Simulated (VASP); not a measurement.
Here is the system:

```yaml
crystal:
  lattice:
    - [0.00000, 2.93801, 2.93801]
    - [2.93801, 0.00000, 2.93801]
    - [2.93801, 2.93801, 0.00000]
  atoms:
    - { symbol: Eu, position: [0.00000, 0.00000, 0.00000] }
    - { symbol: S, position: [0.50000, 0.50000, 0.50000] }
```

Level of theory: PBE0 hybrid, VASP's PBE PAW potentials (set 64) (plane waves; VASP). Settings: 520 eV cut-off, 6×6×6 Γ-centred mesh, Gaussian smearing of 0.050 eV, potentials Eu_2 S.

The 4f electrons are frozen in the core of the lanthanide potential, so 4f levels, which can set the real gap, and their magnetism are missing.

### Question
Predict the energy per atom (σ→0), pressure, band gap (over the mesh, the named points and PBE's band edges) with the smallest direct gap where there is one.

### Answer

```json
{
 "band gap (over the mesh, the named points and PBE's band edges)": "3.56 eV",
 "smallest direct gap (over the mesh, the named points and PBE's band edges)": "4.07 eV",
 "energy per atom (σ→0)": "-6.333 eV/atom",
 "pressure": "-12.5 kbar"
}
```

Only differences to runs with the same potentials and settings are physical.

The compound is EuS in the rock salt structure. It was relaxed first.
